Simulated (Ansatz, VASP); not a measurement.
This is a calculation of RbMg2 for Ansatz 0.2.0.

File input.yaml:

```yaml
crystal:
  lattice:
    - [1.935235179, -13.7154246694, 0.0]
    - [1.935235179, 13.7154246694, 0.0]
    - [0.0, 0.0, 4.8643502307]
  atoms:
    - { symbol: Rb, position: [0.672847, 0.327153, 0.25] }
    - { symbol: Rb, position: [0.327153, 0.672847, 0.75] }
    - { symbol: Mg, position: [0.451224, 0.548776, 0.25] }
    - { symbol: Mg, position: [0.042501, 0.957499, 0.25] }
    - { symbol: Mg, position: [0.957499, 0.042501, 0.75] }
    - { symbol: Mg, position: [0.548776, 0.451224, 0.75] }
hamiltonian:
  xc: pbe
  pseudopotentials: { kind: paw }
kpoints:
  mp_grid: { grid: [7, 7, 6] }
scf:
  occupations: { method: fermi_dirac, width: 0.05 }
output:
  forces: true
  stress: true
  eigenvalues: true
```

Potentials or basis: Ansatz PAW.

Run with:

```console
$ ansatz run input.yaml --threads 2 --pin off --max-ram 5120MiB --backend cpu --events-out ev --progress --plain --runs-dir out
```

Set up the same calculation for VASP 6.6.1. Potentials there: VASP PAW PBE potentials, release 64 (Rb_sv, Mg).

As run (the cutoff follows the program's own potentials):

Contents of INCAR:

```
ALGO     = Normal         # electronic algorithm
EDIFF    = 1E-7           # SCF threshold, eV
ENCUT    = 520            # plane-wave cutoff, eV
GGA      = PE             # functional
ISIF     = 2              # what is computed and relaxed
ISMEAR   = -1             # smearing method
LASPH    = True           # aspherical terms in the spheres
LCHARG   = False          # write CHGCAR
LREAL    = False          # projectors in reciprocal space
LWAVE    = False          # write WAVECAR
NBANDS   = 22             # bands
NELM     = 100            # most SCF steps
PREC     = Accurate       # precision mode
SIGMA    = 0.05           # smearing width, eV
```

KPOINTS

```
k-points
0
Gamma
  7 7 6
```

Contents of POSCAR:

```
RbMg2
1.0
    1.9352351790    -13.7154246694      0.0000000000
    1.9352351790     13.7154246694      0.0000000000
    0.0000000000      0.0000000000      4.8643502307
Rb Mg
2 4
Direct
    0.6728470000      0.3271530000      0.2500000000
    0.3271530000      0.6728470000      0.7500000000
    0.4512240000      0.5487760000      0.2500000000
    0.0425010000      0.9574990000      0.2500000000
    0.9574990000      0.0425010000      0.7500000000
    0.5487760000      0.4512240000      0.7500000000
```

Potentials or basis: VASP PAW PBE potentials, release 64 (Rb_sv, Mg).

Command:

```bash
$ cat potpaw_PBE.64/Rb_sv/POTCAR potpaw_PBE.64/Mg/POTCAR > POTCAR
$ mpirun -np 1 vasp_std > vasp.out
```

Both were run:

|  | VASP | Ansatz | Ansatz less VASP |
| --- | --- | --- | --- |
| gap on the k mesh at the Fermi level (eV) | none | none | - |
| pressure (GPa) | -0.3 | -0.2 | +0.03 |
| largest component of the traceless stress (GPa) | 0.51 | 0.52 | +0.001 |
| rms of the force components (eV/Å) | 0.032 | 0.030 | -0.0018 |

Atom by atom the forces differ by 0.003 eV/Å (rms over components). A gap of «none» marks a metal or a gap that the smearing closes. The two sets of potentials don't hold the same shells in valence.
